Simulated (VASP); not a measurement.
# LiZr4N (I4/mmm) in VASP: further runs

The runs below take LiZr4N through relaxation of cell and atoms, with PBE.

All numbers are computed with VASP 6.6.1; they aren't measurements. Logs are shortened: lines on timing, memory, paths and dates and some standing lists are left out, and cuts for length are marked.

**1. Starting point**

It takes space group I4/mmm (No. 139, tetragonal). The conventional cell has a = 7.041 Å, b = 7.041 Å, c = 4.288 Å, α = 90.00°, β = 90.00°, γ = 90.00°. Around Li (site symmetry 4/mmm) lie 2 N at 2.14 Å and 4 Zr at 2.16 Å. Zr (site symmetry m2m) is surrounded by 1 Li at 2.16 Å and 2 Zr at 2.25 Å. N (site symmetry 4/mmm) is surrounded by 2 Li at 2.14 Å.

The cell was built by a generator and needn't be a form met in nature.

**2. Relaxation of cell and atoms, PBE**

Input file INCAR:

```
PREC = Normal ; ENCUT = 520
EDIFF = 1E-4 ; ISMEAR = 0
SIGMA = 0.15 ; LREAL = F
LASPH = T ; NELM = 60
ALGO = Fast ; ISIF = 3
LWAVE = F ; LCHARG = F
GGA = PE ; IBRION = 2
NSW = 24 ; EDIFFG = -0.08
```

Input file KPOINTS:

```
regular mesh
0
Gamma
  5 5 5
```

Input file POSCAR:

```
LiZr4N
1.0
   -3.5206121500      3.5206121500      2.1441497500
    3.5206121500     -3.5206121500      2.1441497500
    3.5206121500      3.5206121500     -2.1441497500
Li Zr N
1 4 1
Direct
    0.0000000000      0.0000000000      0.0000000000
    0.7834863200      0.7834863200      0.5669726400
    0.2165136800      0.2165136800      0.4330273600
    0.7834863200      0.2165136800      0.0000000000
    0.2165136800      0.7834863200      0.0000000000
    0.5000000000      0.5000000000      0.0000000000
```

Potentials or basis: VASP PAW PBE potentials, release 64 (Li_sv, Zr_sv, N).

Launch:

```sh
$ cat potpaw_PBE.64/Li_sv/POTCAR potpaw_PBE.64/Zr_sv/POTCAR potpaw_PBE.64/N/POTCAR > POTCAR
$ mpirun -np 1 vasp_std > vasp.out
```

OUTCAR:

```text
PREC = Normal
   ENCUT = 520
   EDIFF = 1E-4
   ISMEAR = 0
   LREAL = F
   LASPH = T
   NELM = 60
   ISIF = 3
   GGA = PE
   IBRION = 2
   NSW = 24
   EDIFFG = -0.08

 ion  position               nearest neighbor table
   1  0.000  0.000  0.000-   6 2.14   6 2.14   4 2.16   5 2.16   2 2.16   3 2.16
   2  0.783  0.783  0.567-   1 2.16   3 2.25   3 2.25   6 2.82   4 3.05   5 3.05
   3  0.217  0.217  0.433-   1 2.16   2 2.25   2 2.25   6 2.82   4 3.05   5 3.05
   4  0.783  0.217  0.000-   1 2.16   5 2.25   5 2.25   6 2.82   2 3.05   3 3.05
   5  0.217  0.783  0.000-   1 2.16   4 2.25   4 2.25   6 2.82   2 3.05   3 3.05
   6  0.500  0.500  0.000-   1 2.14   1 2.14   4 2.82   5 2.82   3 2.82   2 2.82

  LATTYP: Found a body centered tetragonal cell.
 ALAT       =     7.0412243000
 C/A-ratio  =     0.6090275380

  Lattice vectors:

 A1 = (  -3.5206121500,   3.5206121500,   2.1441497500)
 A2 = (   3.5206121500,  -3.5206121500,   2.1441497500)
 A3 = (   3.5206121500,   3.5206121500,  -2.1441497500)

Analysis of symmetry for initial positions (statically):
=====================================================================
 Subroutine PRICEL returns:
 Original cell was already a primitive cell.

 Routine SETGRP: Setting up the symmetry group for a
 body centered tetragonal supercell.

 Subroutine GETGRP returns: Found 16 space group operations
 (whereof 16 operations were pure point group operations)
 out of a pool of 16 trial point group operations.

The static configuration has the point symmetry D_4h.

Analysis of symmetry for dynamics (positions and initial velocities):
=====================================================================
 Subroutine PRICEL returns:
 Original cell was already a primitive cell.

 Routine SETGRP: Setting up the symmetry group for a
 body centered tetragonal supercell.

 Subroutine GETGRP returns: Found 16 space group operations
 (whereof 16 operations were pure point group operations)
 out of a pool of 16 trial point group operations.

The dynamic configuration has the point symmetry D_4h.

 Subroutine INISYM returns: Found 16 space group operations
 (whereof 16 operations are pure point group operations),
 and found     1 'primitive' translations

----------------------------------------------------------------------------------------

                                     Primitive cell

  volume of cell :     106.3045

  direct lattice vectors                    reciprocal lattice vectors
    -3.520612150  3.520612150  2.144149750     0.000000000  0.142020756  0.233192668
     3.520612150 -3.520612150  2.144149750     0.142020756  0.000000000  0.233192668
     3.520612150  3.520612150 -2.144149750     0.142020756  0.142020756  0.000000000

  length of vectors
     5.420959138  5.420959138  5.420959138     0.273036106  0.273036106  0.200847680

  position of ions in fractional coordinates (direct lattice)
     0.000000000  0.000000000  0.000000000
     0.783486320  0.783486320  0.566972640
     0.216513680  0.216513680  0.433027360
     0.783486320  0.216513680  0.000000000
     0.216513680  0.783486320  0.000000000
     0.500000000  0.500000000  0.000000000

  ion indices of the primitive-cell ions
   primitive index   ion index
                 1           1
                 2           2
                 3           3
                 4           4
                 5           5
                 6           6

----------------------------------------------------------------------------------------

 KPOINTS: regular mesh

Automatic generation of k-mesh.
 Grid dimensions read from file:
 generate k-points for:    5    5    5

 Generating k-lattice:

  Cartesian coordinates                     Fractional coordinates (reciprocal lattice)
     0.000000000  0.028404151  0.046638534     0.200000000  0.000000000 -0.000000000
     0.028404151  0.000000000  0.046638534     0.000000000  0.200000000 -0.000000000
     0.028404151  0.028404151  0.000000000     0.000000000  0.000000000  0.200000000

  Length of vectors
     0.054607221  0.054607221  0.040169536

  Shift w.r.t. Gamma in fractional coordinates (k-lattice)
     0.000000000  0.000000000  0.000000000

 Subroutine IBZKPT returns following result:
 ===========================================

 Found     18 irreducible k-points:

 Following reciprocal coordinates:
            Coordinates               Weight
  0.000000  0.000000  0.000000      1.000000
  0.200000  0.000000 -0.000000      8.000000
  0.400000  0.000000 -0.000000      8.000000
  0.200000  0.200000 -0.000000      8.000000
  0.400000  0.200000 -0.000000     16.000000
 -0.400000  0.200000  0.000000     16.000000
[... 10 lines left out ...]
 -0.400000  0.400000  0.400000      4.000000
 -0.400000 -0.400000  0.400000      2.000000
   k-points           NKPTS =     18   k-points in BZ     NKDIM =     18   number of bands    NBANDS=     33
   number of dos      NEDOS =    301   number of ions     NIONS =      6
   total plane-waves  NPLWV =  27000
   dimension x,y,z NGX =    30 NGY =   30 NGZ =   30
   dimension x,y,z NGXF=    60 NGYF=   60 NGZF=   60
   ions per type =               1   4   1
   NGX,Y,Z   is equivalent  to a cutoff of   9.20,  9.20,  9.20 a.u.
   NGXF,Y,Z  is equivalent  to a cutoff of  18.40, 18.40, 18.40 a.u.
 SYSTEM =  unknown system
   PREC   = normal    normal or accurate (medium, high low for compatibility)
   ISTART =      0    job   : 0-new  1-cont  2-samecut
   ICHARG =      2    charge: 1-file 2-atom 10-const
   ISPIN  =      1    spin polarized calculation?
   LNONCOLLINEAR =      F non collinear calculations
   LSORBIT =      F    spin-orbit coupling
   LASPH  =      T    aspherical Exc in radial PAW
   ENCUT  =  520.0 eV  38.22 Ry    6.18 a.u.  10.08 10.08 10.08*2*pi/ulx,y,z
   NELM   =     60;   NELMIN=  2; NELMDL= -5     # of ELM steps
   EDIFF  = 0.1E-03   stopping-criterion for ELM
   LREAL  =      F    real-space projection
   EDIFFG = -.8E-01   stopping-criterion for IOM
   NSW    =     24    number of steps for IOM
   IBRION =      2    ionic relax: 0-MD 1-quasi-New 2-CG
   NFREE  =      1    steps in history (QN), initial steepest desc. (CG)
   ISIF   =      3    stress and relaxation
   ISYM   =      2    0-nonsym 1-usesym 2-fastsym
   POTIM  = 0.5000    time-step for ionic-motion
   TEBEG  =    0.0;   TEEND  =   0.0 temperature during run
   PSTRESS=    0.0 pullay stress
   NELECT =      56.0000    total number of electrons
   NUPDOWN=      -1.0000    fix difference up-down
   EMIN   =  10.00;   EMAX   =-10.00  energy-range for DOS
   EFERMI =   0.00;   METHOD = LEGACY
   ISMEAR =     0;   SIGMA  =   0.15  broadening in eV -4-tet -1-fermi 0-gaus
   EFERMI_NEDOS =   21; number of points for ismear=-14 and -15
   IALGO  =     68    algorithm
   IMIX   =      4    mixing-type and parameters
     AMIX     =   0.40;   BMIX     =  1.00
     AMIX_MAG =   1.60;   BMIX_MAG =  1.00
  volume/ion in A,a.u.               =      17.72       119.56
  Fermi-wavevector in a.u.,A,eV,Ry     =   1.322169  2.498537 23.784769  1.748131
  Thomas-Fermi vector in A             =   2.451870
   LORBIT       =      0    0 simple, 1 ext, 2 COOP (PROOUT), +10 PAW based schemes
   GGA     = PE    functional components
   LHFCALC =     F    Hartree Fock is set to
   AEXX    =    0.0000 exact exchange contribution
   IVDW    =     0    specifies the selected vdW correction
   LEPSILON=     F    determine dielectric tensor
   LRPA    =     F    only Hartree local field effects (RPA)
 conjugate gradient relaxation of ions
 non-spin polarized calculation
 RMM-DIIS sequential band-by-band and
 Gauss-broadening in eV      SIGMA  =   0.15
  energy-cutoff  :      520.00
  volume of cell :      106.30
 maximum number of plane-waves:      2883
   NGX = 21   NGY = 21   NGZ = 21

--------------------------------------- Ionic step        1  -------------------------------------------

 number of electron      55.9999986 magnetization

 Free energy of the ion-electron system (eV)
  ---------------------------------------------------
  ext. energy  EPLUGINS =         0.00000000
  ---------------------------------------------------
  free energy    TOTEN  =       -29.46724282 eV

  energy without entropy =      -29.38080862  energy(sigma->0) =      -29.42402572

------------------------ aborting loop EDIFF was not reached (unconverged)  ----------------------------

  FORCE on cell =-STRESS in cart. coord.  units (eV):
  Direction    XX          YY          ZZ          XY          YZ          ZX
  --------------------------------------------------------------------------------------
  -------------------------------------------------------------------------------------
  Total        6.8338372      6.8338372     30.5283320      0.0000000     -0.0000000      0.0000000
  in kB      102.9968017    102.9968017    460.1105446      0.0000000     -0.0000000      0.0000000
  external PRESSURE =     222.0347160 kB  Pullay stress =       0.0000000 kB
[... 101 lines left out ...]
  FREE ENERGIE OF THE ION-ELECTRON SYSTEM (eV)
  ---------------------------------------------------
  free  energy   TOTEN  =       -33.4686703945 eV

  energy  without entropy=      -33.3552136428  energy(sigma->0) =      -33.41194202

[... ionic steps 4 to 16 ...]

--------------------------------------- Ionic step       17  -------------------------------------------

 number of electron      55.9999970 magnetization

------------------------ aborting loop because EDIFF is reached ----------------------------------------

  FORCE on cell =-STRESS in cart. coord.  units (eV):
  Direction    XX          YY          ZZ          XY          YZ          ZX
  --------------------------------------------------------------------------------------
  -------------------------------------------------------------------------------------
  Total        0.2986485      0.2986485      1.0852779      0.0000000      0.0000000      0.0000000
  in kB        3.6702946      3.6702946     13.3377163      0.0000000      0.0000000      0.0000000
  external PRESSURE =       6.8927685 kB  Pullay stress =       0.0000000 kB
[... 25 lines left out ...]
  energy  without entropy=      -41.2900227931  energy(sigma->0) =      -41.34306507

--------------------------------------- Ionic step       18  -------------------------------------------

 number of electron      55.9999964 magnetization

 E-fermi :   6.4503     XC(G=0): -10.0112

 val. band max:        6.4431959576   @ k =   0.2000   0.2000   0.2000
 cond. band min:       6.4551734667   @ k =  -0.4000   0.4000   0.2000
 fundamental gap:      0.0119775092
 Fermi energy:         6.4503118033

 k-point     1 :       0.0000    0.0000    0.0000
  band No.  band energies     occupation
      1     -42.4759      2.00000
      2     -42.3684      2.00000
      3     -42.1925      2.00000
      4     -42.1925      2.00000
      5     -39.9785      2.00000
      6     -21.1600      2.00000
[... 674 lines left out ...]
  energy  without entropy=      -41.2908196284  energy(sigma->0) =      -41.34404724

--------------------------------------- Ionic step       19  -------------------------------------------

 number of electron      55.9999955 magnetization

 Free energy of the ion-electron system (eV)
  ---------------------------------------------------
  ext. energy  EPLUGINS =         0.00000000
  ---------------------------------------------------
  free energy    TOTEN  =       -41.40038252 eV

  energy without entropy =      -41.29312980  energy(sigma->0) =      -41.34675616

 E-fermi :   6.3785     XC(G=0):  -9.9741

 val. band max:        6.3735453019   @ k =  -0.4000   0.4000   0.2000
 cond. band min:       6.3788729720   @ k =  -0.4000   0.4000   0.4000
 fundamental gap:      0.0053276702
 Fermi energy:         6.3785062838

 k-point     1 :       0.0000    0.0000    0.0000
  band No.  band energies     occupation
      1     -42.5535      2.00000
      2     -42.4429      2.00000
      3     -42.2833      2.00000
      4     -42.2833      2.00000
      5     -40.0659      2.00000
      6     -21.1991      2.00000
[... 670 lines left out ...]
  FREE ENERGIE OF THE ION-ELECTRON SYSTEM (eV)
  ---------------------------------------------------
  free  energy   TOTEN  =       -41.4003825184 eV

  energy  without entropy=      -41.2931298040  energy(sigma->0) =      -41.34675616

 reached required accuracy - stopping structural energy minimisation
```

It took 24 min on 1 thread of Intel Xeon 6975P-C (Granite Rapids), shared host; peak memory 0.22 GiB.

The run converged, but some of its settings lie outside the range that counts as converged, so its numbers aren't taken as properties of the crystal.

What came out:

```
Free energy                            : -41.4004 eV
Relaxed volume                         : 21.94 Å³/atom
Relaxed cell                           : a = 5.625 Å, b = 5.625 Å, c = 5.625 Å, α = 103.38°, β = 103.38°, γ = 122.49°
Space group after relaxing (to 0.05 Å) : I4/mmm (No. 139)
Energy gained by relaxing              : 1988.9 meV/atom
Ionic steps                            : 19
Largest force after relaxing           : 0.031 eV/Å
Band gap on the k mesh                 : none (metal or under the smearing width)
```

Caveat: the cutoff is under 1.25 times the usual one of these potentials, so pressure, stress and relaxed cells hold a basis-set (Pulay) error; the volume moved by over 15 % at a fixed basis, so the end points are rough; the relaxation stopped at a loose force limit of 0.08 eV/Å, so its end isn't a converged minimum.

**3. Relaxation of cell and atoms, PBE**

This run uses another cell than the first one, of 14.30 Å³/atom, 0.807 times its volume.

INCAR is that of step 2.

Input file KPOINTS:

```
regular mesh
0
Gamma
  4 4 5
```

Input file POSCAR:

```
LiZr4N
1.0
    5.0373611600      0.0000000000      0.0000000000
   -2.5186805800      4.3624827300      0.0000000000
    0.0000000000      0.0000000000      3.9044994100
Li Zr N
1 4 1
Direct
    0.0000000000      0.0000000000      0.0000000000
    0.3333333300      0.6666666700      0.0000000000
    0.6631266900      0.8315633400      0.5000000000
    0.1684366600      0.8315633400      0.5000000000
    0.1684366600      0.3368733100      0.5000000000
    0.6666666700      0.3333333300      0.0000000000
```

Potentials or basis: VASP PAW PBE potentials, release 64 (Li_sv, Zr_sv, N).

Launch:

```sh
$ cat potpaw_PBE.64/Li_sv/POTCAR potpaw_PBE.64/Zr_sv/POTCAR potpaw_PBE.64/N/POTCAR > POTCAR
$ mpirun -np 1 vasp_std > vasp.out
```

Wall time 6.2 min (1 thread of Intel Xeon 6975P-C (Granite Rapids), shared host); peak memory 0.17 GiB.

These settings aren't checked as converged: the numbers below hold their error.

Results:

- Free energy: -34.9675 eV
- Relaxed volume: 21.76 Å³/atom
- Relaxed cell: a = 5.545 Å, b = 5.545 Å, c = 4.904 Å, α = 90.00°, β = 90.00°, γ = 120.00°
- Space group after relaxing (to 0.05 Å): P-6m2 (No. 187)
- Energy gained by relaxing: 1039.4 meV/atom
- Ionic steps: 12
- Largest force after relaxing: 0.048 eV/Å
- Band gap on the k mesh: none (metal or under the smearing width)

Caveat: the k mesh is coarse (spacing up to 0.36 Å⁻¹), so the values aren't converged; the cutoff is under 1.25 times the usual one of these potentials, so pressure, stress and relaxed cells hold a basis-set (Pulay) error; the volume moved by over 15 % at a fixed basis, so the end points are rough; the relaxation stopped at a loose force limit of 0.08 eV/Å, so its end isn't a converged minimum.
